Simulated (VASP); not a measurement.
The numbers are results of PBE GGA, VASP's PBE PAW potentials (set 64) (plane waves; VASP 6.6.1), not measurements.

A VASP calculation is set up with these files.

**INCAR**
```
SYSTEM = Lu
PREC = Normal
ENCUT = 400
EDIFF = 1E-6
NELM = 100
ALGO = Normal
LREAL = .FALSE.
LASPH = .TRUE.
ISMEAR = 1
SIGMA = 0.1
GGA = PE
LMAXMIX = 6
LWAVE = .FALSE.
LCHARG = .FALSE.
ISIF = 2
```

File KPOINTS:
```
Automatic mesh
0
Gamma
11 11 6
0 0 0
```

### POSCAR
```
Lu
1
    1.7526270000    -2.9677810000     0.0000000000
    1.7526270000     2.9677810000     0.0000000000
    0.0000000000     0.0000000000     5.6443610000
Lu
2
Direct
  0.3333330000   0.6666670000   0.2500000000
  0.6857080000   0.3523740000   0.7500000000
```

POTCAR, in this order: Lu_3 (PBE.64 set). Program: vasp_std.

What VASP printed:

OSZICAR:
```
       N       E                     dE             d eps       ncg     rms          rms(c)
DAV:   1     0.386635117599E+02    0.38664E+02   -0.78884E+03 11737   0.133E+03
DAV:   2    -0.670042990667E+01   -0.45364E+02   -0.44152E+02 10738   0.664E+02
DAV:   3    -0.877284497332E+01   -0.20724E+01   -0.19775E+01 10719   0.598E+01
DAV:   4    -0.888850937772E+01   -0.11566E+00   -0.10671E+00 11730   0.107E+01
DAV:   5    -0.889215460832E+01   -0.36452E-02   -0.36189E-02 10724   0.198E+00    0.253E+01
DAV:   6    -0.887849501775E+01    0.13660E-01   -0.36017E-02 10635   0.428E+00    0.150E+01
DAV:   7    -0.888495103552E+01   -0.64560E-02   -0.66381E-02 10132   0.562E+00    0.392E-01
DAV:   8    -0.888481643352E+01    0.13460E-03   -0.46959E-03 10531   0.985E-01    0.999E-02
DAV:   9    -0.888482670430E+01   -0.10271E-04   -0.19988E-04 11014   0.222E-01    0.297E-02
DAV:  10    -0.888482246249E+01    0.42418E-05   -0.18245E-05 10962   0.688E-02    0.304E-02
DAV:  11    -0.888482288879E+01   -0.42630E-06   -0.61762E-07  6367   0.145E-02
   1 F= -.88848229E+01 E0= -.88852510E+01  d E =0.128431E-02
```

File OUTCAR:
```
------------------------ aborting loop because EDIFF is reached ----------------------------------------
  FORCE on cell =-STRESS in cart. coord.  units (eV):
  Direction    XX          YY          ZZ          XY          YZ          ZX
  --------------------------------------------------------------------------------------
  Total        0.1478097      0.7391003     -0.7107168     -0.0726099      0.0000000      0.0000000
  in kB        4.0331777     20.1673034    -19.3928228     -1.9812536      0.0000000      0.0000000
  external PRESSURE =       1.6025528 kB  Pullay stress =       0.0000000 kB
  volume of cell :       58.72
      direct lattice vectors                 reciprocal lattice vectors
     1.752627000 -2.967781000  0.000000000     0.285286031 -0.168476043  0.000000000
     1.752627000  2.967781000  0.000000000     0.285286031  0.168476043  0.000000000
     0.000000000  0.000000000  5.644361000     0.000000000  0.000000000  0.177167973
 POSITION                                       TOTAL-FORCE (eV/Angst)
 -----------------------------------------------------------------------------------
      1.75263      0.98926      1.41109         0.099369      0.018999     -0.000000
      1.81937     -0.98926      4.23327        -0.099369     -0.018999      0.000000
 -----------------------------------------------------------------------------------
    total drift:                                0.000026      0.000002      0.000000
  FREE ENERGIE OF THE ION-ELECTRON SYSTEM (eV)
  ---------------------------------------------------
  free  energy   TOTEN  =        -8.8848228888 eV

  energy  without entropy=       -8.8861071948  energy(sigma->0) =       -8.88525099
```
(Selected blocks of OUTCAR.)

The compound is Lu in the hcp structure. The cell was not relaxed at this level, atoms are displaced from their ideal sites. The run is one of a series of settings (PREC = Normal against the base run), some of them coarse on purpose.
